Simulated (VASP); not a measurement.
Input:

```
CELL_PARAMETERS angstrom
      3.57000     0.00000     0.00000
      0.00000     3.57000     0.00000
      0.00000     0.00000     3.57000
ATOMIC_POSITIONS crystal
  Al 0.00000 0.00000 0.00000
  Ni 0.00000 0.50000 0.50000
  Ni 0.50000 0.00000 0.50000
  Ni 0.50000 0.50000 0.00000
```
Starting moments (μB, in the order of the record's atoms Al Ni Ni Ni): 0.0 0.5 0.5 0.5.

Method: LDA (Ceperley-Alder, Perdew-Zunger), VASP's LDA PAW potentials (set 64) (plane waves; VASP). Run with 300 eV cut-off, 7×7×7 Γ-centred mesh, Gaussian smearing of 0.10 eV, potentials Al Ni.

At this cut-off the stress carries a Pulay error, which pulls relaxed volumes low.

Question: Predict the cell moment, energy per atom (σ→0), pressure, band gap (on the k-mesh) with the smallest direct gap where there is one.

Answer: 
The band gap (on the k-mesh) comes out as none (metal, semimetal or under 0.01 eV). The cell moment is 0.58 μB and the energy per atom (σ→0) is -6.426 eV/atom. The pressure comes out as -14.13 GPa.

Question: Give the moment on each site (PAW-sphere projection).

Answer: 
```
site  moment (μB)
----  -----------
Al1         -0.01
Ni2          0.20
Ni3          0.20
Ni4          0.20
```

The structure is a typed Ni3Al crystal. The cell was not relaxed at this level.
